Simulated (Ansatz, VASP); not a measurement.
## CeSb: VASP beside Ansatz

Aim: how closely do two programs agree when they are given the same cell, functional and k mesh? The cell comes out of the VASP series on this material, whose earlier steps may have relaxed, scaled or displaced it; both programs get it as it stands.

Method: plane waves, with VASP 6.6.1 beside it; relaxation of cell and atoms at r2SCAN, DFT+U, in Ansatz 0.2.0.

In doubt: a part-filled 4f shell, where there is one, can sit in one of many states, so energies may not be the lowest and differences between runs may mislead; derivatives with an open 4f shell can jump between states, which bears on forces and vibrations.

## Step 1: Set-up

The structure is cubic, space group Fm-3m (No. 225). The conventional cell has a = 6.348 Å, b = 6.348 Å, c = 6.348 Å, α = 90.00°, β = 90.00°, γ = 90.00°. Nearest to Ce lie 6 Sb at 3.17 Å. Sb has 6 Ce at 3.17 Å nearest. Farther neighbours are not listed.

As a file:

```cif
data_structure
_symmetry_space_group_name_H-M 'P 1'
_symmetry_Int_Tables_number 1
_cell_length_a 4.4885
_cell_length_b 4.4885
_cell_length_c 4.4885
_cell_angle_alpha 60.000
_cell_angle_beta 60.000
_cell_angle_gamma 60.000
_cell_volume 63.94
loop_
_atom_site_label
_atom_site_type_symbol
_atom_site_fract_x
_atom_site_fract_y
_atom_site_fract_z
_atom_site_occupancy
Ce1 Ce 0.00000 0.00000 0.00000 1
Sb2 Sb 0.50000 0.50000 0.50000 1
```

## Step 2: VASP: relaxation of cell and atoms, r2SCAN, DFT+U

The relaxed volume is the usual yardstick between codes: its relative difference is about their pressure difference at one cell divided by the bulk modulus.

Lines of VASP's logs that name or quote its potential files are left out, and so is its time.

Contents of INCAR:

```
SYSTEM = CeSb
PREC = Accurate
ENCUT = 400
EDIFF = 1E-06
NELM = 100
ISMEAR = 0
SIGMA = 0.05
LREAL = .FALSE.
ALGO = Normal
METAGGA = R2SCAN
LASPH = .TRUE.
NBANDS = 15
ISPIN = 2
MAGMOM = 1 0
LDAU = .TRUE.
LDAUTYPE = 2
LDAUL = 3 -1
LDAUU = 7 0
LDAUJ = 0 0
LDAUPRINT = 1
LMAXMIX = 6
LORBIT = 11
LWAVE = .FALSE.
LCHARG = .FALSE.
KPAR = 2
IBRION = 2
NSW = 60
ISIF = 3
EDIFFG = -0.01
```

Contents of POSCAR:

```
CeSb
1.0
    0.0000000000      3.1738509633      3.1738509633
    3.1738509633      0.0000000000      3.1738509633
    3.1738509633      3.1738509633      0.0000000000
Ce Sb
1 1
Direct
    0.0000000000      0.0000000000      0.0000000000
    0.5000000000      0.5000000000      0.5000000000
```

Contents of KPOINTS:

```
Automatic mesh
0
Gamma
6 6 6
0 0 0
```

The projector-augmented-wave data sets are Ce and Sb (PBE family, release 64).

Started as:

```sh
mpirun -np 2 vasp_std
```

Numbers of over 12 decimals in the logs are rounded to 6 here.

Log:

```text
[banner, memory and clock lines left out]
running    2 mpi-ranks, on    1 nodes
 distrk:  each k-point on    1 cores,    2 groups
 distr:  one band on    1 cores,    1 groups

 POSCAR found type information on POSCAR CeSb
 POSCAR found :  2 types and       2 ions
|                                                                             |
|               ----> ADVICE to this user running VASP <----                  |
|                                                                             |
|     You enforced a specific xc type in the INCAR file but a different       |
|     [... a line on the potential file left out ...]
|     I HOPE YOU KNOW WHAT YOU ARE DOING!                                     |
|                                                                             |

 LDA part: xc-table for (None), standard interpolation
 POSCAR, INCAR and KPOINTS ok, starting setup
 FFT: planning ... GRIDC
 FFT: planning ... GRID_SOFT
 FFT: planning ... GRID
 WAVECAR not read
 entering main loop
       N       E                     dE             d eps       ncg     rms          rms(c)
DAV:   1     0.909499017639E+02    0.90950E+02   -0.56224E+03   960   0.955E+02
DAV:   2    -0.487844350235E+02   -0.13973E+03   -0.13255E+03  1254   0.201E+02
DAV:   3    -0.617330697058E+02   -0.12949E+02   -0.12488E+02  1345   0.824E+01
DAV:   4    -0.622980614090E+02   -0.56499E+00   -0.56309E+00  1578   0.177E+01
DAV:   5    -0.623406957265E+02   -0.42634E-01   -0.42609E-01  1465   0.383E+00    0.864E+00
DAV:   6    -0.562988693612E+02    0.60418E+01   -0.10388E+01  1606   0.186E+01    0.298E+00
DAV:   7    -0.563788730773E+02   -0.80004E-01   -0.13222E+00  1397   0.712E+00    0.232E+00
DAV:   8    -0.568470130097E+02   -0.46814E+00   -0.32156E+00  1594   0.860E+00    0.755E+00
DAV:   9    -0.569421038696E+02   -0.95091E-01   -0.22456E-01  1595   0.401E+00    0.729E+00
DAV:  10    -0.567775103349E+02    0.16459E+00   -0.14582E-01  1625   0.309E+00    0.523E+00
DAV:  11    -0.567034411271E+02    0.74069E-01   -0.46369E-02  1640   0.170E+00    0.425E+00
DAV:  12    -0.565861508082E+02    0.11729E+00   -0.53710E-01  1606   0.614E+00    0.104E+00
DAV:  13    -0.565820819814E+02    0.40688E-02   -0.11330E-01  1792   0.193E+00    0.504E-01
DAV:  14    -0.565840655382E+02   -0.19836E-02   -0.20304E-02  1475   0.130E+00    0.217E-01
DAV:  15    -0.565858299621E+02   -0.17644E-02   -0.93813E-03  1581   0.591E-01    0.705E-01
DAV:  16    -0.565849774832E+02    0.85248E-03   -0.13229E-03  1528   0.306E-01    0.520E-01
DAV:  17    -0.565842253663E+02    0.75212E-03   -0.18769E-03  1619   0.262E-01    0.236E-01
DAV:  18    -0.565844030077E+02   -0.17764E-03   -0.98584E-04  1607   0.240E-01    0.979E-02
DAV:  19    -0.565844588269E+02   -0.55819E-04   -0.47973E-04  1697   0.166E-01    0.228E-02
DAV:  20    -0.565844605675E+02   -0.17407E-05   -0.14226E-04  1620   0.968E-02    0.302E-02
DAV:  21    -0.565844656822E+02   -0.51146E-05   -0.13759E-05  1481   0.269E-02    0.342E-02
DAV:  22    -0.565844641992E+02    0.14829E-05   -0.17197E-05  1543   0.284E-02    0.127E-02
DAV:  23    -0.565844646659E+02   -0.46672E-06   -0.56760E-07   865   0.572E-03
   1 F= -.56584465E+02 E0= -.56578828E+02  d E =-.565845E+02  mag=     0.8384
 curvature:   0.00 expect dE= 0.000E+00 dE for cont linesearch  0.000E+00
 trial: gam= 0.00000 g(F)=  0.281E-62 g(S)=  0.242E-04 ort = 0.000E+00 (trialstep = 0.100E+01)
 search vector abs. value=  0.242E-04
 reached required accuracy - stopping structural energy minimisation
```

From OUTCAR (step 2):

```text
ion  position               nearest neighbor table
   1  0.000  0.000  0.000-   2 3.17   2 3.17   2 3.17   2 3.17   2 3.17   2 3.17
   2  0.500  0.500  0.500-   1 3.17   1 3.17   1 3.17   1 3.17   1 3.17   1 3.17

  LATTYP: Found a face centered cubic cell.
 ALAT       =     6.3477019266

 Subroutine GETGRP returns: Found 48 space group operations
 (whereof 48 operations were pure point group operations)

The static configuration has the point symmetry O_h .

 Found     16 irreducible k-points:

   k-points           NKPTS =     16   k-points in BZ     NKDIM =     16   number of bands    NBANDS=     15

   dimension x,y,z NGX =    30 NGY =   30 NGZ =   30
   dimension x,y,z NGXF=    60 NGYF=   60 NGZF=   60

   ENCUT  =  400.0 eV  29.40 Ry    5.42 a.u.   7.32  7.32  7.32*2*pi/ulx,y,z

   NELECT =      17.0000    total number of electrons

 k-points in reciprocal lattice and weights: Automatic mesh
   0.00000000  0.00000000  0.00000000       0.005
   0.16666667  0.00000000  0.00000000       0.037
   0.33333333  0.00000000  0.00000000       0.037
   0.50000000  0.00000000  0.00000000       0.019
   0.16666667  0.16666667  0.00000000       0.028
   0.33333333  0.16666667  0.00000000       0.111
   0.50000000  0.16666667  0.00000000       0.111
  -0.33333333  0.16666667  0.00000000       0.111
  -0.16666667  0.16666667  0.00000000       0.056
[...]
-0.33333333  0.33333333  0.16666667       0.111
  -0.33333333  0.50000000  0.16666667       0.056

atom =   1  type =  1  l = 3

 onsite density matrix

spin component  1

  0.1518  0.0000  0.1144  0.0000  0.0000 -0.0000 -0.0000
  0.0000  0.0037  0.0000  0.0000 -0.0000  0.0000 -0.0000
  0.1144  0.0000  0.0927 -0.0000 -0.0000  0.0000  0.0000
  0.0000  0.0000 -0.0000  0.2404  0.0000 -0.0000 -0.0000
  0.0000 -0.0000 -0.0000  0.0000  0.0927  0.0000 -0.1144
 -0.0000  0.0000  0.0000 -0.0000  0.0000  0.0041  0.0000
 -0.0000 -0.0000  0.0000 -0.0000 -0.1144  0.0000  0.1518

spin component  2

  0.0072  0.0000  0.0028 -0.0000 -0.0000  0.0000  0.0000
  0.0000  0.0006 -0.0000  0.0000  0.0000  0.0000 -0.0000
  0.0028 -0.0000  0.0058 -0.0000  0.0000 -0.0000 -0.0000
 -0.0000  0.0000 -0.0000  0.0094 -0.0000 -0.0000 -0.0000
 -0.0000  0.0000  0.0000 -0.0000  0.0058  0.0000 -0.0028
  0.0000  0.0000 -0.0000 -0.0000  0.0000  0.0036 -0.0000
  0.0000 -0.0000 -0.0000 -0.0000 -0.0028 -0.0000  0.0072

 occupancies and eigenvectors

  o =  0.0006  v =  0.0000  0.0000  0.0000  0.0000  0.0000  0.0000  0.0000  0.0000 -1.0000 -0.0000  0.0000 -0.0000  0.0000 -0.0000      0.0000  0.0000  0.0000  0.0000  0.0000  0.0000  0.0000  0.0000  0.0000  0.0000  0.0000  0.0000  0.0000  0.0000
  o =  0.0036  v =  0.0000  0.0000  0.0000  0.0000  0.0000  0.0000  0.0000 -0.0003  0.0000  0.0004  0.0000  0.0002  1.0000  0.0002      0.0000  0.0000  0.0000  0.0000  0.0000  0.0000  0.0000  0.0000  0.0000  0.0000  0.0000  0.0000  0.0000  0.0000
  o =  0.0036  v =  0.0000  0.0000  0.0000  0.0000  0.0000  0.0000  0.0000 -0.6121 -0.0000  0.7902 -0.0000 -0.0226 -0.0006 -0.0175      0.0000  0.0000  0.0000  0.0000  0.0000  0.0000  0.0000  0.0000  0.0000  0.0000  0.0000  0.0000  0.0000  0.0000
  o =  0.0036  v =  0.0000  0.0000  0.0000  0.0000  0.0000  0.0000  0.0000  0.0175  0.0000 -0.0226 -0.0000 -0.7902  0.0003 -0.6121      0.0000  0.0000  0.0000  0.0000  0.0000  0.0000  0.0000  0.0000  0.0000  0.0000  0.0000  0.0000  0.0000  0.0000
  o =  0.0037  v = -0.0000 -1.0000  0.0000  0.0000 -0.0000 -0.0000 -0.0000  0.0000  0.0000  0.0000  0.0000  0.0000  0.0000  0.0000      0.0000  0.0000  0.0000  0.0000  0.0000  0.0000  0.0000  0.0000  0.0000  0.0000  0.0000  0.0000  0.0000  0.0000
  o =  0.0041  v =  0.0021  0.0000 -0.0027 -0.0000 -0.7280 -0.3900 -0.5639  0.0000  0.0000  0.0000  0.0000  0.0000  0.0000  0.0000      0.0000  0.0000  0.0000  0.0000  0.0000  0.0000  0.0000  0.0000  0.0000  0.0000  0.0000  0.0000  0.0000  0.0000
  o =  0.0041  v =  0.0069 -0.0000 -0.0089  0.0000 -0.3083  0.9208 -0.2388  0.0000  0.0000  0.0000  0.0000  0.0000  0.0000  0.0000      0.0000  0.0000  0.0000  0.0000  0.0000  0.0000  0.0000  0.0000  0.0000  0.0000  0.0000  0.0000  0.0000  0.0000
  o =  0.0041  v = -0.6123  0.0000  0.7905  0.0000 -0.0059  0.0090 -0.0046  0.0000  0.0000  0.0000  0.0000  0.0000  0.0000  0.0000      0.0000  0.0000  0.0000  0.0000  0.0000  0.0000  0.0000  0.0000  0.0000  0.0000  0.0000  0.0000  0.0000  0.0000
  o =  0.0094  v =  0.0000  0.0000  0.0000  0.0000  0.0000  0.0000  0.0000 -0.0252 -0.0000 -0.0195  0.0010 -0.6121  0.0000  0.7902      0.0000  0.0000  0.0000  0.0000  0.0000  0.0000  0.0000  0.0000  0.0000  0.0000  0.0000  0.0000  0.0000  0.0000
  o =  0.0094  v =  0.0000  0.0000  0.0000  0.0000  0.0000  0.0000  0.0000 -0.7901 -0.0000 -0.6120 -0.0169  0.0195  0.0000 -0.0252      0.0000  0.0000  0.0000  0.0000  0.0000  0.0000  0.0000  0.0000  0.0000  0.0000  0.0000  0.0000  0.0000  0.0000
  o =  0.0094  v =  0.0000  0.0000  0.0000  0.0000  0.0000  0.0000  0.0000 -0.0133 -0.0000 -0.0103  0.9999  0.0009 -0.0000 -0.0012      0.0000  0.0000  0.0000  0.0000  0.0000  0.0000  0.0000  0.0000  0.0000  0.0000  0.0000  0.0000  0.0000  0.0000
  o =  0.2404  v =  0.7906  0.0000  0.6124  0.0000 -0.0000 -0.0000 -0.0000  0.0000  0.0000  0.0000  0.0000  0.0000  0.0000  0.0000      0.0000  0.0000  0.0000  0.0000  0.0000  0.0000  0.0000  0.0000  0.0000  0.0000  0.0000  0.0000  0.0000  0.0000
  o =  0.2404  v =  0.0000  0.0000 -0.0000 -0.0643  0.6111 -0.0000 -0.7889  0.0000  0.0000  0.0000  0.0000  0.0000  0.0000  0.0000      0.0000  0.0000  0.0000  0.0000  0.0000  0.0000  0.0000  0.0000  0.0000  0.0000  0.0000  0.0000  0.0000  0.0000
  o =  0.2404  v =  0.0000  0.0000 -0.0000  0.9979  0.0394 -0.0000 -0.0508  0.0000  0.0000  0.0000  0.0000  0.0000  0.0000  0.0000      0.0000  0.0000  0.0000  0.0000  0.0000  0.0000  0.0000  0.0000  0.0000  0.0000  0.0000  0.0000  0.0000  0.0000

 average (electrostatic) potential at core
       1 -84.7104       2 -89.7787

 E-fermi :   7.2318

 spin component 1
 k-point     1 :       0.0000    0.0000    0.0000
  band No.  band energies     occupation
    ...
      4     -12.2604      1.00000
      5      -3.0609      1.00000
      6       6.2892      1.00000
      7       6.2892      1.00000
      8       6.2892      1.00000
      9       7.6123      0.00000
     10       7.6123      0.00000
     11       7.6123      0.00000
     12       8.1484      0.00000
     13       8.1484      0.00000
    ...

 k-point     2 :       0.1667    0.0000    0.0000
  band No.  band energies     occupation
    ...
      4     -12.2628      1.00000
      5      -2.7411      1.00000
      6       5.2838      1.00000
      7       5.6688      1.00000
      8       5.6688      1.00000
      9       7.2734      0.11979
     10       7.4599      0.00000
     11       7.4599      0.00000
     12       8.0279      0.00000
     13       8.0279      0.00000
    ...

 k-point     3 :       0.3333    0.0000    0.0000
  band No.  band energies     occupation
    ...
      5      -1.9971      1.00000
      6       3.6048      1.00000
      7       4.8037      1.00000
      8       4.8037      1.00000
      9       7.2025      0.79667
     10       7.3408      0.00103
     11       7.3408      0.00103
     12       8.7844      0.00000
     13       8.7934      0.00000
     14       8.7934      0.00000
    ...

 k-point     4 :       0.5000    0.0000    0.0000
  band No.  band energies     occupation
    ...
      5      -1.5271      1.00000
      6       2.8088      1.00000
      7       4.4757      1.00000
      8       4.4757      1.00000
      9       7.2200      0.63097
     10       7.3207      0.00599
     11       7.3207      0.00598
     12       8.9177      0.00000
     13       9.2286      0.00000
     14       9.2286      0.00000
    ...

 k-point     5 :       0.1667    0.1667    0.0000
  band No.  band energies     occupation
    ...
      5      -2.6855      1.00000
      6       4.6761      1.00000
      7       6.0266      1.00000
      8       6.0266      1.00000
      9       7.0514      1.00000
     10       7.4123      0.00000
     11       7.5714      0.00000
     12       7.5714      0.00000
     13       8.3283      0.00000
     14       8.8872      0.00000
    ...

 k-point     6 :       0.3333    0.1667    0.0000
  band No.  band energies     occupation
    ...
      5      -2.2219      1.00000
      6       3.8648      1.00000
      7       5.1782      1.00000
      8       5.4510      1.00000
      9       7.0450      1.00000
     10       7.3344      0.00186
     11       7.3992      0.00000
     12       7.8102      0.00000
     13       8.9286      0.00000
     14       8.9429      0.00000
    ...

  Total       -0.0182766     -0.0182766     -0.0182766      0.0000000      0.0000000      0.0000000
  in kB       -0.4579494     -0.4579494     -0.4579494      0.0000000      0.0000000      0.0000000
  external PRESSURE =      -0.4579494 kB  Pullay stress =       0.0000000 kB

  energy-cutoff  :      400.00
  volume of cell :       63.94
      direct lattice vectors                 reciprocal lattice vectors
     0.000000000  3.173850963  3.173850963    -0.157537328  0.157537328  0.157537328
     3.173850963  0.000000000  3.173850963     0.157537328 -0.157537328  0.157537328
     3.173850963  3.173850963  0.000000000     0.157537328  0.157537328 -0.157537328

 POSITION                                       TOTAL-FORCE (eV/Angst)
 -----------------------------------------------------------------------------------
      0.00000      0.00000      0.00000        -0.000000      0.000000      0.000000
      3.17385      3.17385      3.17385         0.000000     -0.000000     -0.000000
 -----------------------------------------------------------------------------------
    total drift:                               -0.000000      0.000000      0.000000

  FREE ENERGIE OF THE ION-ELECTRON SYSTEM (eV)
  ---------------------------------------------------
  free  energy   TOTEN  =       -56.5844646659 eV

  energy  without entropy=      -56.5731919463  energy(sigma->0) =      -56.57882831

 reached required accuracy - stopping structural energy minimisation

 total charge
# of ion       s       p       d       f       tot
--------------------------------------------------
    1        2.045   5.755   0.903   0.774   9.478
    2        1.103   1.455   0.019   0.000   2.577
--------------------------------------------------
tot          3.148   7.210   0.922   0.774  12.055

 magnetization (x)
# of ion       s       p       d       f       tot
--------------------------------------------------
    1        0.001  -0.011   0.075   0.696   0.761
    2       -0.006  -0.036   0.004   0.000  -0.037
--------------------------------------------------
tot         -0.004  -0.047   0.079   0.696   0.724

[... 6 further parts left out ...]
```

CONTCAR:

```
CeSb
   1.00000000000000
     0.0000000000000000    3.1738509633000000    3.1738509633000000
     3.1738509633000000    0.0000000000000000    3.1738509633000000
     3.1738509633000000    3.1738509633000000    0.0000000000000000
  Ce              Sb
     1     1
Direct
     0.0000000000000000    0.0000000000000000    0.0000000000000000
     0.5000000000000000    0.5000000000000000    0.5000000000000000
```

Experiment finds antiferromagnetic order in this phase (below 17 K, arxiv:1611.02927), so this ferromagnetic run describes another state. DFT+U on an f shell has many metastable occupations, and no search among them was made.

[end of part 1 of 2]

[Lines on the potential files, build, host, timing and source positions are cut from VASP's logs without a mark.]

[Logs are printed without paths, hosts, clocks, repeated set-up lines and the standing remarks that a program may print on its own settings, such as how far it seeks lower states.]

[Hosts, paths, dates, database ids (printed as entryN), source tags and the programs' standing remarks are cut or masked in the printed files.]
